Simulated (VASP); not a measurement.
A convergence study with VASP on WC (wc): one setting is varied, all else stays as given below, so the limit is that of these other settings.

```
CELL_PARAMETERS angstrom
      1.45500    -2.52013     0.00000
      1.45500     2.52013     0.00000
      0.00000     0.00000     2.84000
ATOMIC_POSITIONS crystal
  W  0.00000 0.00000 0.00000
  C  0.33333 0.66667 0.50000
```

All values below come from PBE GGA, VASP's PBE PAW potentials (set 64) (plane waves; VASP). The tightest run used: 700 eV cut-off, 20×20×18 Monkhorst-Pack mesh, first-order Methfessel-Paxton smearing of 0.10 eV, potentials W_sv C.

```json
[
 {"setting": "1×1×1 mesh", "E (eV/atom)": "-9.2280", "pressure (GPa)": "15.80", "irreducible k-points": "1"},
 {"setting": "2×2×2 mesh", "E (eV/atom)": "-11.5319", "pressure (GPa)": "0.34", "irreducible k-points": "2"},
 {"setting": "3×3×3 mesh", "E (eV/atom)": "-11.0707", "pressure (GPa)": "10.14", "irreducible k-points": "6"},
 {"setting": "4×4×4 mesh", "E (eV/atom)": "-11.2379", "pressure (GPa)": "5.20", "irreducible k-points": "12"},
 {"setting": "5×5×4 mesh", "E (eV/atom)": "-11.2401", "pressure (GPa)": "5.06", "irreducible k-points": "10"}
]
```

These are the cheaper rows. Estimate the results at 20×20×18 mesh, and how far the last row shown lies from them.

```tsv
quantity	tightest run	last row shown is off by
E (eV/atom)	-11.2241	-0.0160
pressure (GPa)	5.14	-0.08
```

Left out are rungs that failed or repeat a setting and relaxations that didn't move; long series are thinned to 24 rows.

The compound is WC in the wc structure. The cell was not relaxed at this level.
